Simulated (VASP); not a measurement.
## RuTe (relaxed from the rock salt structure, space group Fm-3m): computed properties

Method: r2SCAN meta-GGA, VASP's PBE PAW potentials (set 64) (plane waves; VASP 6.6.1).

```yaml
space_group: Fm-3m (225)
cell: a = 5.417 Å, b = 5.417 Å, c = 5.417 Å, α = 90.00°, β = 90.00°, γ = 90.00°
volume_per_atom: 19.87 Å³/atom
band gap (over mesh and band path): none (metal, semimetal or under 0.01 eV)
density: 9.55 g/cm³
```

```cif
data_Ru4Te4
_chemical_formula_sum 'Ru4 Te4'
_space_group_name_H-M_alt 'Fm-3m'
_space_group_IT_number 225
_space_group_name_Hall '-F 4 2 3'
_cell_length_a 5.41741
_cell_length_b 5.41741
_cell_length_c 5.41741
_cell_angle_alpha 90.000
_cell_angle_beta 90.000
_cell_angle_gamma 90.000
loop_
_atom_site_label
_atom_site_type_symbol
_atom_site_symmetry_multiplicity
_atom_site_Wyckoff_symbol
_atom_site_fract_x
_atom_site_fract_y
_atom_site_fract_z
_atom_site_occupancy
Ru1 Ru 4 a 0.00000 0.00000 0.00000 1
Te1 Te 4 b 0.50000 0.50000 0.50000 1
```
(The calculation used a cell of 2 atoms; values per cell refer to that cell.)

Unless said otherwise, spin-orbit coupling is left out, though it shifts the bands of the heavy elements here.

The structure was generated: RuTe was put into the rock salt type (Fm-3m), which need not be its known phase. It was relaxed first, which changed the volume by -31 %. Symmetry was kept, so distortions that lower it aren't found.
